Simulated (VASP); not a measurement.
```xyz
6
Lattice="4.5844 0.0000 0.0000 0.0000 4.5844 0.0000 0.0000 0.0000 3.1642" Properties=species:S:1:pos:R:3 pbc="T T T"
Sn     0.0000     0.0000     0.0000
Sn     2.2922     2.2922     1.5821
O      1.3988     1.3988     0.0000
O      3.6911     0.8934     1.5821
O      0.8934     3.6911     1.5821
O      3.1856     3.1856     0.0000
```

All values below come from PBE GGA, VASP's PBE PAW potentials (set 64) (plane waves; VASP). Settings: 620 eV cut-off, 5×5×7 Γ-centred mesh, Gaussian smearing of 0.050 eV, potentials Sn_d O.

Energy and stress use the plane-wave basis of the starting cell.

### Question
The ions, cell shape and volume at an external pressure of 45.0 GPa are relaxed. Predict the relaxed structure.

### Answer

```xyz
6
Lattice="4.5018 0.0000 0.0000 0.0000 4.5018 0.0000 0.0000 0.0000 3.1392" Properties=species:S:1:pos:R:3 pbc="T T T"
Sn     0.0000     0.0000     0.0000
Sn     2.2509     2.2509     1.5696
O      1.3747     1.3747     0.0000
O      3.6256     0.8762     1.5696
O      0.8762     3.6256     1.5696
O      3.1271     3.1271     0.0000
```
Space group P4_2/mnm (136), at a tolerance of 0.03 Å.

### Question
How do energy and volume change from the first to the last step?

### Answer
The energy (σ→0) changes by +111.6 meV/atom and the volume by -4.3 %, in 11 ionic steps.

| step | E(σ→0) (eV) | max force (eV/Å) | pressure (GPa) | volume (Å³) |
|---|---|---|---|---|
| 1 | -36.5484 | 0.016 | 30.01 | 66.50 |
| 2 | -33.0333 | 0.422 | 96.86 | 57.01 |
| 3 | -35.9270 | 0.084 | 44.36 | 63.81 |
| 4 | -35.9001 | 0.088 | 44.88 | 63.71 |
| 5 | -35.8847 | 0.090 | 45.25 | 63.65 |
| 6 | -35.8633 | 0.149 | 45.29 | 63.57 |
| 7 | -35.8702 | 0.085 | 45.25 | 63.59 |
| 8 | -35.9021 | 0.025 | 44.52 | 63.70 |
| 9 | -35.9032 | 0.022 | 44.48 | 63.71 |
| 10 | -35.8496 | 0.048 | 45.58 | 63.52 |
| 11 | -35.8787 | 0.009 | 44.99 | 63.62 |

The compound is SnO2 in the rutile structure. This run relaxes it under an external pressure of 45 GPa. Symmetry was kept, so distortions that lower it aren't found.
